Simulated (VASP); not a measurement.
# LuSb, energy along a vibration (SMASS = -2): which settings are enough?

LuSb, atoms displaced along the mode, 2 atoms in the cell. LDA, energy along a line of displacements; PAW potentials Lu, Sb (PBE set). VASP 6.6.1.

Wanted: harmonic frequency within 1 %.

Mode: optical mode at Gamma along x.

POSCAR of the starting run:
```
LuSb
1.0
    0.0000000000      3.0393308489      3.0393308489
    3.0393308489      0.0000000000      3.0393308489
    3.0393308489      3.0393308489      0.0000000000
Lu Sb
1 1
Direct
    0.0054004491     -0.0054004491     -0.0054004491
    0.4922396575      0.5077603425      0.5077603425

    0.0082068758   0.0000000000   0.0000000000
   -0.0117931242   0.0000000000   0.0000000000
```

The series start from k mesh: 4 × 4 × 4; Cutoff (eV): 340; Step along the mode (Å): 0.02; Electronic threshold (eV): 1e-7; Precision and projection: Accurate, reciprocal space. Each series keeps the choices made before it, and each single choice may use up half of a tolerance.

## k mesh

| k mesh | Harmonic frequency (THz) | Time (s) |
|---|---|---|
| 2 × 2 × 2 | 5.479 | 19 |
| 3 × 3 × 3 | 3.401 | 30 |
| 4 × 4 × 4 | 3.822 | 45 |
| 6 × 6 × 6 | 3.717 | 140 |
| 7 × 7 × 7 (reference) | 3.884 | 228 |

Chosen: 7 × 7 × 7; the next looser run is off by more than half of the tolerance, so convergence isn't shown beyond this value.

## Cutoff (eV)

| Cutoff (eV) | Harmonic frequency (THz) | Time (s) |
|---|---|---|
| 180 | 4.005 | 86 |
| 220 | 3.893 | 83 |
| 260 | 3.885 | 84 |
| 300 | 3.883 | 107 |
| 340 | 3.884 | 228 |
| 390 (reference) | 3.882 | 205 |

Chosen: 220, the loosest value from which every tighter one stays within half of the tolerance.

## Electronic threshold (eV)

| Electronic threshold (eV) | Harmonic frequency (THz) | Time (s) |
|---|---|---|
| 0.001 | 3.884 | 57 |
| 0.0001 | 3.885 | 64 |
| 1e-5 | 3.884 | 88 |
| 1e-6 | 3.884 | 94 |
| 1e-7 | 3.884 | 100 |
| 1e-8 (reference) | 3.884 | 112 |

Chosen: 0.001.

## Precision and projection

| Precision and projection | Harmonic frequency (THz) | Time (s) |
|---|---|---|
| Accurate, reciprocal space | 3.884 | 57 |
| Normal, reciprocal space | 3.875 | 32 |
| Normal, Auto | 3.866 | 43 |

Chosen: Normal, reciprocal space, the fastest of those that stay within half of the tolerance.

Also changed on the way, by series that aren't shown: Step along the mode (Å): 0.08.

## All choices together

| Input | Harmonic frequency (THz) | Time (s) |
|---|---|---|
| defaults on a coarse mesh (naive) | 3.403 | 4.7 |
| chosen settings | 3.875 | 32 |
| reference settings throughout | 3.89 | 180 |

The chosen settings stay within the tolerance of the reference run, but the reference itself isn't shown to be converged in: k mesh.

## The input

INCAR:
```
SYSTEM = LuSb
ALGO     = Normal         ! electronic algorithm
EDIFF    = 0.001          ! SCF threshold, eV
ENCUT    = 220            ! plane-wave cutoff, eV
GGA      = CA             ! functional
IBRION   = 0              ! ionic algorithm
ISMEAR   = 0              ! smearing method
ISYM     = 0            
KPAR     = 2            
LASPH    = .True.         ! aspherical terms in the spheres
LCHARG   = .False.        ! write CHGCAR
LREAL    = .False.        ! projectors in reciprocal space
LWAVE    = .False.        ! write WAVECAR
NELMIN   = 4            
NSW      = 9              ! ionic steps
POTIM    = 1              ! step
PREC     = Normal         ! precision mode
SIGMA    = 0.03           ! smearing width, eV
SMASS    = -2            
```

KPOINTS:
```
Automatic mesh
0
Gamma
  7 7 7
  0 0 0
```

POSCAR:
```
LuSb
1.0
    0.0000000000      3.0393308489      3.0393308489
    3.0393308489      0.0000000000      3.0393308489
    3.0393308489      3.0393308489      0.0000000000
Lu Sb
1 1
Direct
    0.0216017965     -0.0216017965     -0.0216017965
    0.4689586300      0.5310413700      0.5310413700

    0.0328275033   0.0000000000   0.0000000000
   -0.0471724967   0.0000000000   0.0000000000
```

Commands:
```
cat potpaw_PBE.64/Lu/POTCAR potpaw_PBE.64/Sb/POTCAR > POTCAR
mpirun -np 2 vasp_std > vasp.out
```

Limits: NELMIN = 4 forces that many electronic steps, so a loose EDIFF looks better here than it is.

The chosen input took VASP 6.6.1 32 s on 2 cores (Intel Xeon Platinum 8488C (Sapphire Rapids)), a shared host.
